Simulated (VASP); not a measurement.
Calculation: PBE GGA, VASP's PBE PAW potentials (set 64) (plane waves; VASP).

A VASP calculation is set up with these files.

### INCAR
```
ALGO  =  Normal
EDIFF  =  1E-6
ENCUT  =  800
GGA  =  PE
ISIF  =  2
ISMEAR  =  1
LASPH  =  .TRUE.
LCHARG  =  .FALSE.
LREAL  =  .FALSE.
LWAVE  =  .FALSE.
NELM  =  100
PREC  =  Accurate
SIGMA  =  0.1
SYSTEM  =  Mg
```

File POSCAR:
```
Mg
1
    1.6371000000    -2.8355410000     0.0000000000
    1.6371000000     2.8355410000     0.0000000000
    0.0000000000     0.0000000000     5.3142000000
Mg
2
Direct
  0.3333330000   0.6666670000   0.2500000000
  0.6666670000   0.3333330000   0.7500000000
```

File KPOINTS:
```
Automatic mesh
0
Gamma
12 12 6
0 0 0
```

POTCAR, in this order: Mg (PBE.64 set). Program: vasp_std.

What VASP printed:

OSZICAR:
```
       N       E                     dE             d eps       ncg     rms          rms(c)
DAV:   1     0.664655730768E+00    0.66466E+00   -0.15252E+03   912   0.641E+02
DAV:   2    -0.297196100105E+01   -0.36366E+01   -0.34545E+01  1176   0.329E+01
DAV:   3    -0.299978189697E+01   -0.27821E-01   -0.25745E-01  1344   0.361E+00
DAV:   4    -0.299986390204E+01   -0.82005E-04   -0.82004E-04  1296   0.167E-01
DAV:   5    -0.299986427412E+01   -0.37208E-06   -0.37185E-06  1284   0.794E-03    0.965E-01
DAV:   6    -0.299414846196E+01    0.57158E-02   -0.85144E-04  1170   0.350E-01    0.619E-01
DAV:   7    -0.298660141976E+01    0.75470E-02   -0.33703E-03  1026   0.626E-01    0.357E-02
DAV:   8    -0.298661532991E+01   -0.13910E-04   -0.16337E-05  1404   0.396E-02    0.824E-03
DAV:   9    -0.298661347605E+01    0.18539E-05   -0.14696E-06  1080   0.888E-03    0.628E-04
DAV:  10    -0.298661316027E+01    0.31579E-06   -0.64219E-09   654   0.850E-04
   1 F= -.29866132E+01 E0= -.29860531E+01  d E =-.168016E-02
```

**OUTCAR**
```
------------------------ aborting loop because EDIFF is reached ----------------------------------------
  FORCE on cell =-STRESS in cart. coord.  units (eV):
  Direction    XX          YY          ZZ          XY          YZ          ZX
  --------------------------------------------------------------------------------------
  Total       -0.6463544     -0.6463546     -0.8520176      0.0000000      0.0000000      0.0000000
  in kB      -20.9895068    -20.9895160    -27.6681513      0.0000000      0.0000000      0.0000000
  external PRESSURE =     -23.2157247 kB  Pullay stress =       0.0000000 kB
  volume of cell :       49.34
      direct lattice vectors                 reciprocal lattice vectors
     1.637100000 -2.835541000  0.000000000     0.305418117 -0.176333194  0.000000000
     1.637100000  2.835541000  0.000000000     0.305418117  0.176333194  0.000000000
     0.000000000  0.000000000  5.314200000     0.000000000  0.000000000  0.188175078
 POSITION                                       TOTAL-FORCE (eV/Angst)
 -----------------------------------------------------------------------------------
      1.63710      0.94518      1.32855        -0.000000      0.000000      0.000000
      1.63710     -0.94518      3.98565         0.000000     -0.000000      0.000000
 -----------------------------------------------------------------------------------
    total drift:                                0.000001     -0.000005      0.000001
  FREE ENERGIE OF THE ION-ELECTRON SYSTEM (eV)
  ---------------------------------------------------
  free  energy   TOTEN  =        -2.9866131603 eV

  energy  without entropy=       -2.9849330024  energy(sigma->0) =       -2.98605311
```
(Selected blocks of OUTCAR.)

The compound is Mg in the hcp structure. The cell was not relaxed at this level. The run is one of a series of settings (ENCUT = 800 against the base run), some of them coarse on purpose.
